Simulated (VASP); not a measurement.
All values below come from PBE GGA, VASP's PBE PAW potentials (set 64) (plane waves; VASP).

Input for VASP

POSCAR:
```
PtSe2
1
    1.8559479160    -3.2145963312     0.0000000000
    1.8559479160     3.2145963312     0.0000000000
    0.0000000000     0.0000000000     6.3931409931
Pt Se
1 2
Direct
  0.0000000000   0.0000000000   0.0000000000
  0.3333330000   0.6666670000   0.2025801933
  0.6666670000   0.3333330000   0.7974198067
```

### KPOINTS
```
Regular mesh
0
G
  7 7 4
0 0 0
```

INCAR:
```
# general
SYSTEM =PtSe2
PREC   =Accurate
ENCUT  =520
LREAL  =.FALSE.
LASPH  =.TRUE.

# electronic loop
EDIFF  =1E-7
NELM   =100
ALGO   =Normal
LMAXMIX=6

# smearing
ISMEAR =0
SIGMA  =0.05

# functional
GGA    =PE

# ions
IBRION =2
NSW    =30
ISIF   =4
EDIFFG =-0.01

# output
LWAVE  =.FALSE.
LCHARG =.FALSE.
```

POTCAR, in this order: Pt Se (PBE.64 set). Program: vasp_std.

Without a dispersion term in the relaxation, distances and binding between the weakly bound layers, chains or molecules are unreliable, and so is what depends on them.

**Question.** Estimate the energy per atom (σ→0).

**Answer.** 
```
Quantity                        Value
---------------------  --------------
energy per atom (σ→0)  -4.768 eV/atom
```

File OSZICAR:
```
...
DAV:   3    -0.143034845406E+02    0.39955E-03   -0.99051E-04  1022   0.281E-01    0.580E-02
DAV:   4    -0.143033801308E+02    0.10441E-03   -0.35844E-04   987   0.131E-01    0.273E-02
DAV:   5    -0.143033816762E+02   -0.15454E-05   -0.31128E-05   973   0.381E-02    0.905E-03
DAV:   6    -0.143033827424E+02   -0.10662E-05   -0.27667E-06  1008   0.133E-02    0.410E-03
DAV:   7    -0.143033831858E+02   -0.44334E-06   -0.62526E-07   938   0.702E-03    0.116E-03
DAV:   8    -0.143033833448E+02   -0.15902E-06   -0.14469E-07   851   0.287E-03    0.454E-04
DAV:   9    -0.143033833730E+02   -0.28274E-07   -0.24260E-08   693   0.121E-03
   6 F= -.14303383E+02 E0= -.14303383E+02  d E =-.145290E-02
```

The compound is PtSe2 in the 1T layered structure. This cell is one point of a volume scan, at 0.97 of the reference volume. Symmetry was kept, so distortions that lower it aren't found.
